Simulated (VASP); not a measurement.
## Zr3PdSe4: relaxation of cell and atoms with PBE

Zr3PdSe4:

```
CELL_PARAMETERS angstrom
7.17574 0.08098 0.04105
-3.51774 6.15284 0.00585
0.02093 0.01553 3.67376
ATOMIC_POSITIONS crystal
Zr 0.03568 0.50150 0.99223
Zr 0.47931 0.97633 0.99291
Zr 0.48610 0.51670 0.98029
Pd 0.00462 0.01882 0.99890
Se 0.16630 0.83505 0.49352
Se 0.15025 0.31224 0.44174
Se 0.68288 0.32507 0.52514
Se 0.65495 0.81916 0.47465
```

The cell was built by a generator and needn't be a form met in nature.

```yaml
Program: VASP 6.6.1
Task: relaxation of cell and atoms
Functional: PBE
Potentials_or_basis: VASP PAW PBE potentials, release 64 (Zr_sv, Pd, Se)
Cutoff: 520 eV
k_mesh: 4 × 4 × 6
Occupations: gaussian, width 0.15 eV
Spin: no spin polarisation
Further_INCAR_settings: PREC = Normal; LREAL = Auto; ALGO = Fast; EDIFF = 1e-05; ISYM = 0; IBRION = 2; EDIFFG = -0.03; NSW = 110; ISIF = 3
```

* Relaxed volume: 20.65 Å³/atom
* Relaxed cell: a = 7.255 Å, b = 7.264 Å, c = 3.634 Å, α = 89.99°, β = 90.03°, γ = 120.41°
* Space group after relaxing (to 0.05 Å): Amm2 (No. 38)
* Energy gained by relaxing: 80.2 meV/atom
* Ionic steps: 43
* Pressure after relaxing: 0.0 GPa
* Largest force after relaxing: 0.021 eV/Å
* Band gap on the k mesh: none (metal or under the smearing width)

Forces in eV/Å, atoms in the order of the input:
```
Zr  -0.006  0.007  0.005
Zr   0.004  0.004 -0.006
Zr   0.005  0.004  0.003
Pd   0.012 -0.015  0.008
Se  -0.016 -0.010 -0.001
Se   0.008  0.005 -0.001
Se   0.010 -0.002  0.001
Se  -0.015  0.007 -0.009
```

Step by step:
```
step  energy change (eV)  largest force (eV/Å)  pressure (GPa)  volume (Å³)
   1              0.0000                2.1465            2.16       163.24
   3             -0.2987                0.8025           -3.03       169.18
   5             -0.4218                0.5432            0.58       162.80
   7             -0.4890                0.3021           -0.03       162.91
   9             -0.5136                0.2437           -0.14       162.74
  11             -0.5227                0.2460            0.32       162.15
  13             -0.5305                0.2510            0.95       161.37
  15             -0.5442                0.3031            0.10       163.02
  17             -0.5652                0.2514           -0.42       164.07
  19             -0.5790                0.2623           -0.81       165.32
  21             -0.5918                0.2630            0.08       164.33
  23             -0.5937                0.2849            0.35       164.07
  25             -0.6084                0.1768           -0.03       164.50
  27             -0.6182                0.1859           -0.37       164.99
  29             -0.6265                0.1508            0.30       164.11
  31             -0.6331                0.1949            0.01       164.85
  33             -0.6359                0.0935           -0.04       164.93
  35             -0.6388                0.0867            0.09       164.93
  37             -0.6406                0.0477            0.09       165.11
  39             -0.6408                0.0432           -0.04       165.32
  41             -0.6413                0.0314           -0.01       165.26
  43             -0.6415                0.0210            0.03       165.20
```

Final structure:
```
Zr Pd Se
1.0
     7.25514   -0.02840   -0.00277
    -3.65196    6.27953    0.00190
    -0.00046   -0.00048    3.63441
Zr Pd Se
3 1 4
Cartesian
  -1.6352 3.1233 3.5890
  0.0796 6.0708 3.5902
  1.7973 3.0989 3.5888
  6.7392 0.2670 3.5852
  -1.7894 5.1872 1.7713
  0.0766 2.0736 1.7714
  3.7101 1.9940 1.7699
  1.8526 5.1110 1.7729
```

Levels at points of the mesh, in eV from the Fermi level:
```
           k point  band 31  band 32  band 33  band 34  band 35  band 36  band 37  band 38  band 39  band 40
(0.00, 0.00, 0.00)    -2.11    -2.03    -1.94    -1.50    -0.53    -0.48     0.94     1.03     1.58     1.71
(0.50, 0.00, 0.00)    -2.15    -1.88    -1.59    -1.28    -0.17     0.15     0.72     0.81     1.40     1.51
(0.00, 0.50, 0.00)    -2.15    -1.88    -1.61    -1.28    -0.18     0.14     0.72     0.82     1.42     1.51
(0.50, 0.50, 0.00)    -2.11    -1.87    -1.53    -1.45    -0.22     0.04     0.67     0.90     1.32     1.37
(0.00, 0.00, 0.50)    -1.94    -1.60    -0.68    -0.43    -0.41     0.46     0.95     1.60     2.04     2.14
(0.50, 0.00, 0.50)    -2.00    -1.66    -0.91    -0.62    -0.47     0.03     0.96     1.28     2.01     2.37
(0.00, 0.50, 0.50)    -2.00    -1.66    -0.92    -0.61    -0.48     0.03     0.95     1.28     2.02     2.37
(0.50, 0.50, 0.50)    -2.05    -1.61    -0.86    -0.50     0.00     0.34     0.75     1.15     1.83     2.35
```

Run time: 24 min on 4 MPI ranks on AMD EPYC 7R13 Processor (Zen 3) (shared host), peak memory 0.32 GiB a rank.
